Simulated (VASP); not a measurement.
VASP ran on this input.

### POSCAR
```
ZrO2
2.566410
  0.0000000000   1.0000000836   1.0000000836
  1.0000000836   0.0000000000   1.0000000836
  1.0000000836   1.0000000836   0.0000000000
Zr O
1 2
Cart
  0.0000000000   0.0000000000   0.0000000000
  0.5000000418   0.5000000418   0.5000000418
  1.5000001254   1.5000001254   1.5000001254
```

**INCAR**
```
LMAXMIX = 4   # l cut-off of mixed one-centre charges
NELM = 100   # most electronic steps
SIGMA = 0.05   # width (eV)
PREC = Accurate
BPARAM = 11.95
ENCUT = 520
LASPH = .TRUE.
ISMEAR = 0   # Gaussian
LMIXTAU = .TRUE.
ALGO = Normal
ISIF = 2   # forces and stress, cell fixed
LCHARG = .FALSE.
EDIFF = 1E-7   # SCF stop (eV)
LWAVE = .FALSE.
LUSE_VDW = .TRUE.
SYSTEM = ZrO2
CPARAM = 0.0093
METAGGA = R2SCAN
LREAL = .FALSE.
```

File KPOINTS:
```
Automatic mesh
0
Gamma
8 8 8
0 0 0
```

POTCAR, in this order: Zr_sv O (PBE.64 set). Program: vasp_std.

Q: Write an equivalent input for Ansatz.

A: One equivalent input (not run):
Ansatz 0.2 input:
```yaml
crystal:
  lattice:
    - [0.0000000, 2.5664102, 2.5664102]
    - [2.5664102, 0.0000000, 2.5664102]
    - [2.5664102, 2.5664102, 0.0000000]
  atoms:
    - { symbol: Zr, position: [0.0000000, 0.0000000, 0.0000000] }
    - { symbol: O, position: [0.2500000, 0.2500000, 0.2500000] }
    - { symbol: O, position: [0.7500000, 0.7500000, 0.7500000] }
kpoints:
  mp_grid: { grid: [8, 8, 8] }
hamiltonian:
  xc: r2scan
  dispersion: rvv10
  pseudopotentials: { kind: paw }
scf:
  occupations: { method: gaussian, width: 0.05 }
  max_iter: 100
output: { forces: true, stress: true, eigenvalues: true }
```
Limits of the translation: each code has its own PAW files, so the cut-off isn't converted (ENCUT is set for VASP's; basis.ecutwfc is left out, and Ansatz then takes the one that its files recommend); Ansatz stops its SCF on the density residual and VASP on the energy change (EDIFF).

The compound is ZrO2 in the fluorite structure, the high-temperature cubic form, which is unstable at 0 K; the monoclinic form is the stable one. This cell is one point of a volume scan, at 1.03 of the reference volume.
